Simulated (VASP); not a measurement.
# A VASP study of TiPt3 (PBE): structure first, properties next, part 2 of 5

What structure does TiPt3 take at this level, and what are its properties? The start is a cell from a database of measured crystal structures.

VASP 6.6.1; PBE; plane waves and PAW (Ti_sv, Pt).

Still holding for the runs below: The k-mesh is coarse for a metal.

So far. Step 2 (Relaxing cell and atoms (PBE)): It ends with forces that vanish by symmetry and a pressure of -0.04 GPa. The volume lies +3.7 % from that of the database's start. Step 3 (Second relaxation): It ends with forces that vanish by symmetry and a pressure of 0.07 GPa. The volume moved by under 0.01 %: the run met its threshold at the first step. The relaxed cell has a = 3.945 Å (conventional setting).

The database entry behind the starting cell is an old determination (1943), so it need not match the best structure at ambient conditions.

### Step 4. Density, ELF and potential (PBE)

The relaxed cell gets a fresh self-consistent run, on a basis set for its own volume, to fix the density and to check the remaining stress.

INCAR reads:

```
SYSTEM = TiPt3
PREC = Accurate
ENCUT = 400
EDIFF = 1E-06
NELM = 100
ISMEAR = 1
SIGMA = 0.2
LREAL = .FALSE.
ALGO = Normal
GGA = PE
NBANDS = 27
LASPH = .TRUE.
LORBIT = 11
LWAVE = .FALSE.
LCHARG = .TRUE.
ISIF = 2
LELF = .TRUE.
LVHAR = .TRUE.
```

POSCAR reads:

```
TiPt3
1.0
    3.9446702305      0.0000000000      0.0000000000
    0.0000000000      3.9446702305      0.0000000000
    0.0000000000      0.0000000000      3.9446702305
Ti Pt
1 3
Direct
    0.0000000000      0.0000000000      0.0000000000
    0.0000000000      0.5000000000      0.5000000000
    0.5000000000      0.0000000000      0.5000000000
    0.5000000000      0.5000000000      0.0000000000
```

KPOINTS reads:

```
Automatic mesh
0
Gamma
6 6 6
0 0 0
```

Potentials, in the order of the species: Ti_sv and Pt (PBE family, release 64).

Command:

```sh
$ mpirun -np 4 vasp_std
```

What it wrote:

```text
[banner, memory and clock lines left out]
running    4 mpi-ranks, on    1 nodes
 distrk:  each k-point on    4 cores,    1 groups
 distr:  one band on    1 cores,    4 groups

 POSCAR found type information on POSCAR TiPt
 POSCAR found :  2 types and       4 ions
 LDA part: xc-table for (Slater+PW92), standard interpolation
|                                                                             |
|           W    W    AA    RRRRR   N    N  II  N    N   GGGG   !!!           |
|           W    W   A  A   R    R  NN   N  II  NN   N  G    G  !!!           |
|           W    W  A    A  R    R  N N  N  II  N N  N  G       !!!           |
|           W WW W  AAAAAA  RRRRR   N  N N  II  N  N N  G  GGG   !            |
|           WW  WW  A    A  R   R   N   NN  II  N   NN  G    G                |
|           W    W  A    A  R    R  N    N  II  N    N   GGGG   !!!           |
|                                                                             |
|     The number of bands has been changed from the values supplied in        |
|     The orbitals not found in the WAVECAR file will be initialized with     |
|     random numbers, which is usually adequate. For correlated               |
|     calculations, however, you should redo the groundstate calculation.     |
|     I found NBANDS = 27. Now, NBANDS = 28.                                  |
|                                                                             |

 POSCAR, INCAR and KPOINTS ok, starting setup
 FFT: planning ... GRIDC
 FFT: planning ... GRID_SOFT
 FFT: planning ... GRID
 WAVECAR not read
 entering main loop
       N       E                     dE             d eps       ncg     rms          rms(c)
DAV:   1     0.331359872167E+03    0.33136E+03   -0.17730E+04  1120   0.133E+03
DAV:   2    -0.721384877997E+01   -0.33857E+03   -0.32356E+03  1188   0.369E+02
DAV:   3    -0.317935392205E+02   -0.24580E+02   -0.23527E+02  1416   0.947E+01
DAV:   4    -0.327591479794E+02   -0.96561E+00   -0.96110E+00  1444   0.176E+01
DAV:   5    -0.327787442479E+02   -0.19596E-01   -0.19591E-01  1332   0.246E+00    0.207E+01
DAV:   6    -0.311313385116E+02    0.16474E+01   -0.13939E+01  1324   0.298E+01    0.150E+01
DAV:   7    -0.305114097619E+02    0.61993E+00   -0.24820E+01  1512   0.305E+01    0.998E+00
DAV:   8    -0.296715753858E+02    0.83983E+00   -0.95759E-01  1284   0.923E+00    0.432E+00
DAV:   9    -0.296119894903E+02    0.59586E-01   -0.14003E+00  1632   0.671E+00    0.290E+00
DAV:  10    -0.295346370579E+02    0.77352E-01   -0.28534E-01  1356   0.381E+00    0.331E-01
DAV:  11    -0.295381558228E+02   -0.35188E-02   -0.73324E-03  1308   0.688E-01    0.591E-01
DAV:  12    -0.295349653948E+02    0.31904E-02   -0.11584E-02  1532   0.702E-01    0.537E-02
DAV:  13    -0.295349526717E+02    0.12723E-04   -0.21444E-04  1184   0.103E-01    0.100E-02
DAV:  14    -0.295349554099E+02   -0.27382E-05   -0.11063E-05  1340   0.251E-02    0.186E-02
DAV:  15    -0.295349523372E+02    0.30727E-05   -0.11144E-05  1236   0.277E-02    0.183E-03
DAV:  16    -0.295349526485E+02   -0.31122E-06   -0.26969E-07   588   0.339E-03
   1 F= -.29534953E+02 E0= -.29539895E+02  d E =0.148264E-01
```

The job ended after 15 s (4 MPI ranks of Intel Xeon Platinum 8375C at 2.90GHz (Ice Lake), shared host; peak memory 0.45 GiB).

OUTCAR, selected parts (step 4):

```text
The static configuration has the point symmetry O_h .

 Found     20 irreducible k-points:

   k-points           NKPTS =     20   k-points in BZ     NKDIM =     20   number of bands    NBANDS=     28

   NELECT =      42.0000    total number of electrons

 E-fermi :  11.2694

 k-point     1 :       0.0000    0.0000    0.0000
  band No.  band energies     occupation
    ...
     16       9.5982      2.00000
     17      10.6842      2.00028
     18      11.2320      1.31060
     19      11.2320      1.31060
     20      11.2320      1.31060
     21      12.5133     -0.00000
     22      12.5133     -0.00000
     23      12.8257     -0.00000
     24      12.8257     -0.00000
     25      12.8257     -0.00000
    ...

 k-point     2 :       0.1667    0.0000    0.0000
  band No.  band energies     occupation
    ...
     17      10.0606      2.00000
     18      10.0606      2.00000
     19      10.3721      2.00000
     20      11.1883      1.62756
     21      11.2328      1.30355
     22      12.1880     -0.00000
     23      12.1880     -0.00000
     24      12.3593     -0.00000
     25      12.4612     -0.00000
     26      13.0948     -0.00000
    ...

  Total        0.0244632      0.0244632      0.0244632      0.0000000     -0.0000000      0.0000000
  in kB        0.6385460      0.6385460      0.6385460      0.0000000     -0.0000000      0.0000000
  external PRESSURE =       0.6385460 kB  Pullay stress =       0.0000000 kB

  FREE ENERGIE OF THE ION-ELECTRON SYSTEM (eV)
  ---------------------------------------------------
  free  energy   TOTEN  =       -29.5349526485 eV

  energy  without entropy=      -29.5497789997  energy(sigma->0) =      -29.53989477

[... 9 parts as in an earlier step ...]

[... 5 further parts left out ...]
```

Numbers from this step:

```
SCF cycles : 16
bands      : 28
pressure   : 0.06385 GPa
```

Valence electrons inside each PAW sphere by angular momentum. Sphere charges, by row:

| atom | s (e) | p (e) | d (e) | tot (e) |
| --- | --- | --- | --- | --- |
| Ti1 | 2.205 | 6.149 | 1.761 | 10.12 |
| Pt2 | 0.683 | 0.64 | 8.043 | 9.366 |
| Pt3 | 0.683 | 0.64 | 8.043 | 9.366 |
| Pt4 | 0.683 | 0.64 | 8.043 | 9.366 |

Electrostatic potential energy in the ac plane at fractional y = 0.000, with atoms of Ti and Pt within 0.2 Å of it. With pseudopotentials it is smooth inside the atoms' cores, unlike the true potential.

Ten even steps from '0' (-68 eV) to '9' (2 eV), each cell a mean:
```
01379999998620
23589999999742
67899988899986
99998755679999
99997311247999
99985100026999
99985100026999
99986310147999
99998543468999
78899887899987
34789999999864
01479999998631
00369999998520
```
Columns run along a (3.9 Å; values clipped at the 3rd and 97th percentile), rows up along c (3.9 Å). Atoms in or near the plane, at fractional coordinates: Ti at (0.00, 0.00), Pt at (0.50, 0.50).

Valence density in the ac plane at fractional y = 0.000, with atoms of Ti and Pt within 0.2 Å of it. It is the smooth field of the valence electrons, not physical close to the nuclei.

Ten steps, logarithmic in the rise over the least value, from '0' (0 e/Å³) to '9' (13 e/Å³), each cell a mean:
```
98620000001378
76410011101256
32111222221123
00112344432100
00123556543200
00124566654200
00124667654200
00124566653200
00113455542100
22111233321112
65311111111245
88520000001368
99630000001479
```
Columns run along a (3.9 Å), rows up along c (3.9 Å). Atoms in or near the plane, at fractional coordinates: Ti at (0.00, 0.00), Pt at (0.50, 0.50).

ELF in the ac plane at fractional y = 0.000, with atoms of Ti and Pt within 0.2 Å of it. It is the smooth field of the valence electrons, not physical close to the nuclei.

Values, 13 rows by 14 columns, each cell a mean:
```
0.91 0.80 0.43 0.15 0.10 0.19 0.22 0.22 0.22 0.16 0.09 0.21 0.57 0.85
0.61 0.49 0.27 0.13 0.18 0.27 0.28 0.27 0.28 0.25 0.15 0.16 0.34 0.53
0.17 0.16 0.14 0.21 0.32 0.35 0.35 0.34 0.35 0.35 0.30 0.18 0.14 0.16
0.08 0.11 0.21 0.33 0.39 0.38 0.33 0.30 0.34 0.39 0.38 0.30 0.17 0.10
0.16 0.20 0.29 0.36 0.38 0.24 0.11 0.07 0.13 0.29 0.38 0.34 0.27 0.19
0.20 0.23 0.29 0.35 0.32 0.10 0.01 0.02 0.02 0.17 0.35 0.33 0.27 0.22
0.20 0.23 0.28 0.35 0.30 0.08 0.01 0.07 0.01 0.15 0.34 0.33 0.27 0.22
0.18 0.22 0.29 0.36 0.35 0.18 0.06 0.03 0.07 0.25 0.37 0.34 0.27 0.21
0.10 0.14 0.25 0.35 0.39 0.35 0.25 0.22 0.27 0.37 0.39 0.33 0.21 0.12
0.12 0.12 0.15 0.25 0.35 0.37 0.36 0.35 0.36 0.37 0.33 0.21 0.13 0.12
0.41 0.33 0.20 0.15 0.24 0.31 0.30 0.29 0.30 0.30 0.21 0.15 0.24 0.36
0.86 0.73 0.39 0.14 0.12 0.21 0.24 0.24 0.24 0.18 0.10 0.19 0.51 0.78
0.97 0.89 0.50 0.16 0.08 0.16 0.20 0.21 0.20 0.13 0.08 0.23 0.65 0.92
```
Columns run along a (3.9 Å), rows up along c (3.9 Å). Atoms in or near the plane, at fractional coordinates: Ti at (0.00, 0.00), Pt at (0.50, 0.50).

In this run the pressure is 0.06 GPa, small enough to go on; single stress components reach 0.06 GPa.

### Step 5. Band structure (PBE)

Levels along the symmetry lines show where the bands peak and cross; KPOINTS_OPT computes them in the converged potential.

INCAR reads:

```
SYSTEM = TiPt3
PREC = Accurate
ENCUT = 400
EDIFF = 1E-06
NELM = 100
ISMEAR = 1
SIGMA = 0.2
LREAL = .FALSE.
ALGO = Normal
GGA = PE
NBANDS = 35
LASPH = .TRUE.
LORBIT = 11
LWAVE = .FALSE.
LCHARG = .FALSE.
KPAR = 4
```

POSCAR is that of step 4.

KPOINTS is that of step 4.

KPOINTS_OPT reads:

```
Line mode
16
Line-mode
Reciprocal
  0.00000000   0.00000000   0.00000000 GAMMA
  0.00000000   0.50000000   0.00000000 X

  0.00000000   0.50000000   0.00000000 X
  0.50000000   0.50000000   0.00000000 M

  0.50000000   0.50000000   0.00000000 M
  0.00000000   0.00000000   0.00000000 GAMMA

  0.00000000   0.00000000   0.00000000 GAMMA
  0.50000000   0.50000000   0.50000000 R

  0.50000000   0.50000000   0.50000000 R
  0.00000000   0.50000000   0.00000000 X

  0.50000000   0.50000000   0.00000000 M
  0.50000000   0.50000000   0.50000000 R
```

Command:

```sh
$ mpirun -np 4 vasp_std
```

What it wrote:

```text
[... set-up lines as in an earlier step ...]
 entering main loop
       N       E                     dE             d eps       ncg     rms          rms(c)
DAV:   1     0.314263468914E+03    0.31426E+03   -0.16792E+04  1400   0.107E+03
DAV:   2    -0.130629674540E+02   -0.32733E+03   -0.30530E+03  1452   0.303E+02
DAV:   3    -0.322155464930E+02   -0.19153E+02   -0.18547E+02  1692   0.756E+01
DAV:   4    -0.327626774491E+02   -0.54713E+00   -0.54489E+00  1660   0.119E+01
DAV:   5    -0.327789617536E+02   -0.16284E-01   -0.16281E-01  1682   0.205E+00    0.207E+01
DAV:   6    -0.311328065940E+02    0.16462E+01   -0.86887E+00  1496   0.238E+01    0.151E+01
DAV:   7    -0.305113842911E+02    0.62142E+00   -0.22209E+01  1527   0.245E+01    0.101E+01
DAV:   8    -0.296582638028E+02    0.85312E+00   -0.83235E-01  1480   0.778E+00    0.418E+00
DAV:   9    -0.296217128207E+02    0.36551E-01   -0.12779E+00  1914   0.517E+00    0.305E+00
DAV:  10    -0.295345620277E+02    0.87151E-01   -0.31881E-01  1614   0.337E+00    0.335E-01
DAV:  11    -0.295394728627E+02   -0.49108E-02   -0.12429E-02  1607   0.720E-01    0.703E-01
DAV:  12    -0.295349699937E+02    0.45029E-02   -0.11819E-02  1731   0.605E-01    0.403E-02
DAV:  13    -0.295349537411E+02    0.16253E-04   -0.18332E-04  1655   0.810E-02    0.127E-02
DAV:  14    -0.295349530926E+02    0.64850E-06   -0.13737E-05  1602   0.197E-02    0.136E-02
DAV:  15    -0.295349525799E+02    0.51273E-06   -0.43396E-06  1485   0.154E-02
   1 F= -.29534953E+02 E0= -.29539897E+02  d E =0.148347E-01
 Start KPOINTS_OPT (optional k-point list driver)
k-point batch [1-20\96]
       N       E                     dE             ncg
DAV:   1     0.720713643796E+04   -0.46242E+04     1400
DAV:   2     0.693191809541E+03   -0.65139E+04     1427
DAV:   3     0.296613787412E+03   -0.39658E+03     1665
DAV:   4     0.285340397720E+03   -0.11273E+02     1698
DAV:   5     0.285063349252E+03   -0.27705E+00     1640
DAV:   6     0.285054337861E+03   -0.90114E-02     1701
DAV:   7     0.285053974511E+03   -0.36335E-03     1720
DAV:   8     0.285053957476E+03   -0.17035E-04     1566
DAV:   9     0.285053956782E+03   -0.69399E-06     1221
[...]
k-point batch [81-96\96]
       N       E                     dE             ncg
DAV:   1     0.924786431709E+04   -0.16489E+05     1120
DAV:   2     0.419852268422E+04   -0.50493E+04     1184
DAV:   3     0.391369545860E+04   -0.28483E+03     1404
DAV:   4     0.390605564039E+04   -0.76398E+01     1292
DAV:   5     0.390587033106E+04   -0.18531E+00     1333
DAV:   6     0.390586460282E+04   -0.57282E-02     1389
DAV:   7     0.390586438934E+04   -0.21348E-03     1399
DAV:   8     0.390586438050E+04   -0.88418E-05     1264
DAV:   9     0.390586438011E+04   -0.39606E-06     1007
```

Run time: 39 s. Hardware: 4 MPI ranks; peak memory 0.75 GiB; 2.5 min of CPU time.

From OUTCAR (step 5):

```text
   k-points           NKPTS =     20   k-points in BZ     NKDIM =     20   number of bands    NBANDS=     35

   NELECT =      42.0000    total number of electrons

 E-fermi :  11.2695

 k-point     1 :       0.0000    0.0000    0.0000
  band No.  band energies     occupation
    ...
     16       9.5981      2.00000
     17      10.6842      2.00028
     18      11.2319      1.31161
     19      11.2319      1.31161
     20      11.2319      1.31161
     21      12.5135     -0.00000
     22      12.5135     -0.00000
     23      12.8257     -0.00000
     24      12.8257     -0.00000
     25      12.8257     -0.00000
    ...

  Total        0.0226539      0.0226539      0.0226539      0.0000000     -0.0000000      0.0000000
  in kB        0.5913173      0.5913173      0.5913173      0.0000000     -0.0000000      0.0000000
  external PRESSURE =       0.5913173 kB  Pullay stress =       0.0000000 kB

  FREE ENERGIE OF THE ION-ELECTRON SYSTEM (eV)
  ---------------------------------------------------
  free  energy   TOTEN  =       -29.5349525799 eV

  energy  without entropy=      -29.5497872391  energy(sigma->0) =      -29.53989747

[... 8 parts as in an earlier step ...]

[... 9 further parts left out ...]
```

Spin-orbit coupling is off here; it can split and shift levels that hold much weight on Pt by tenths of an eV or more.

This step gave:

```
SCF cycles : 15
bands      : 35
pressure   : 0.05913 GPa
```

Electronic bands along the path, in eV, zero at the Fermi level; # counts the bands kept in this run, so #1 is VASP's band 5:

| point | #14 | #15 | #16 | #17 | #18 | #19 | #20 | #21 |
| --- | --- | --- | --- | --- | --- | --- | --- | --- |
| Γ | -0.04 | -0.04 | -0.04 | 1.24 | 1.24 | 1.56 | 1.56 | 1.56 |
| 0.53 of the way | -1.65 | -1.46 | -1.30 | -0.04 | 0.45 | 0.45 | 0.88 | 0.91 |
| X | -2.60 | -2.54 | -1.38 | -0.26 | -0.26 | -0.03 | 0.39 | 0.66 |
| 0.53 of the way | -2.47 | -2.29 | -1.85 | -1.41 | 0.14 | 0.39 | 0.60 | 0.87 |
| M | -3.02 | -2.37 | -2.26 | -2.20 | 0.14 | 0.14 | 0.29 | 1.36 |
| 0.47 of the way | -2.45 | -1.79 | -1.16 | -0.97 | 0.38 | 0.57 | 0.61 | 1.00 |
| Γ | -0.04 | -0.04 | -0.04 | 1.24 | 1.24 | 1.56 | 1.56 | 1.56 |
| 0.47 of the way | -2.21 | -2.21 | -1.38 | -0.36 | 0.22 | 0.22 | 1.06 | 1.06 |
| R | -0.67 | -0.67 | -0.67 | -0.51 | -0.51 | -0.51 | 1.06 | 1.06 |
| 0.47 of the way | -2.69 | -2.61 | -1.73 | -0.73 | 0.36 | 0.54 | 0.58 | 0.77 |
| X | -2.60 | -2.54 | -1.38 | -0.26 | -0.26 | -0.03 | 0.39 | 0.66 |
| jump to M | -3.02 | -2.37 | -2.26 | -2.20 | 0.14 | 0.14 | 0.29 | 1.36 |
| 0.53 of the way | -2.50 | -2.50 | -1.74 | -1.09 | 0.54 | 0.54 | 0.94 | 1.06 |
| R | -0.67 | -0.67 | -0.67 | -0.51 | -0.51 | -0.51 | 1.06 | 1.06 |

Of the projections kept (Ti, Pt), the largest for each band there, as a share of the weight inside these atoms' spheres; weight between the spheres isn't counted:

| point | #14 | #15 | #16 | #17 | #18 | #19 | #20 | #21 |
| --- | --- | --- | --- | --- | --- | --- | --- | --- |
| Γ | Pt 1.00 | Pt 1.00 | Pt 1.00 | Ti 0.69 | Ti 0.69 | Pt 0.87 | Pt 0.87 | Pt 0.87 |
| X | Pt 0.99 | Pt 1.00 | Pt 1.00 | Ti 0.77 | Ti 0.77 | Pt 1.00 | Ti 0.94 | Ti 0.71 |
| M | Pt 1.00 | Ti 0.56 | Pt 1.00 | Pt 1.00 | Ti 0.81 | Ti 0.81 | Ti 0.98 | Pt 0.98 |
| Γ | Pt 1.00 | Pt 1.00 | Pt 1.00 | Ti 0.69 | Ti 0.69 | Pt 0.87 | Pt 0.87 | Pt 0.87 |
| R | Pt 0.81 | Pt 0.81 | Pt 0.81 | Pt 1.00 | Pt 1.00 | Pt 1.00 | Ti 0.54 | Ti 0.54 |
| X | Pt 0.99 | Pt 1.00 | Pt 1.00 | Ti 0.77 | Ti 0.77 | Pt 1.00 | Ti 0.94 | Ti 0.71 |

There is no gap at this level.

(Part 2 of 5 ends here.)

[Lines on the potential files, build, host, timing and source positions are cut from VASP's logs without a mark.]

[Logs are printed without paths, hosts, clocks, repeated set-up lines and the standing remarks that a program may print on its own settings, such as how far it seeks lower states.]

[Hosts, paths, dates, database ids (printed as entryN), source tags and the programs' standing remarks are cut or masked in the printed files.]

[A measured line is paired with the nearest computed mode of its activity, which favours agreement.]

[In band tables of VASP the shares of atoms and orbitals are scaled to a sum of 1 inside the atoms' spheres.]
